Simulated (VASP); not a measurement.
Level of theory: PBE GGA, VASP's PBE PAW potentials (set 64) (plane waves; VASP).

Input for VASP

**INCAR**
```
! general
SYSTEM   =  CdS
PREC     =  Accurate
ENCUT    =  400
LREAL    =  .FALSE.
LASPH    =  .TRUE.

! electronic loop
EDIFF    =  1E-4
NELM     =  100
ALGO     =  Normal
LMAXMIX  =  4

! smearing
ISMEAR   =  0
SIGMA    =  0.05

! functional
GGA      =  PE

! ions
ISIF     =  2

! output
LWAVE    =  .FALSE.
LCHARG   =  .FALSE.
```

POSCAR:
```
CdS
1
    2.1114000000    -3.6570520000     0.0000000000
    2.1114000000     3.6570520000     0.0000000000
    0.0000000000     0.0000000000     6.8544000000
Cd S
2 2
Direct
  0.6666670000   0.3333330000   0.5000000000
  0.3333330000   0.6666670000   0.0000000000
  0.6666670000   0.3333330000   0.8770000000
  0.3333330000   0.6666670000   0.3770000000
```

KPOINTS:
```
Automatic mesh
0
Gamma
6 6 3
0 0 0
```

POTCAR, in this order: Cd S (PBE.64 set). Program: vasp_std.

Q: What does the run give for the energy per atom (σ→0), band gap (on the k-mesh)?

A: 
```
Quantity                           Value
------------------------  --------------
energy per atom (σ→0)     -3.072 eV/atom
band gap (on the k-mesh)         1.07 eV
```

OSZICAR:
```
...
DAV:   6    -0.123097845500E+02    0.10940E+01   -0.26612E+00   786   0.161E+01    0.831E+00
DAV:   7    -0.122928268624E+02    0.16958E-01   -0.76227E-01   724   0.505E+00    0.397E+00
DAV:   8    -0.122911955017E+02    0.16314E-02   -0.10350E-01   726   0.338E+00    0.482E-01
DAV:   9    -0.122890081493E+02    0.21874E-02   -0.21041E-02   806   0.178E+00    0.141E-01
DAV:  10    -0.122892964747E+02   -0.28833E-03   -0.15656E-03   710   0.387E-01    0.113E-01
DAV:  11    -0.122894168752E+02   -0.12040E-03   -0.20618E-04   610   0.108E-01    0.886E-02
DAV:  12    -0.122894546294E+02   -0.37754E-04   -0.14821E-04   486   0.805E-02
   1 F= -.12289455E+02 E0= -.12289455E+02  d E =-.410952E-15
```

The compound is CdS in the wurtzite structure. The cell was not relaxed at this level. The run is one of a series of settings (EDIFF = 1E-4 against the base run), some of them coarse on purpose.
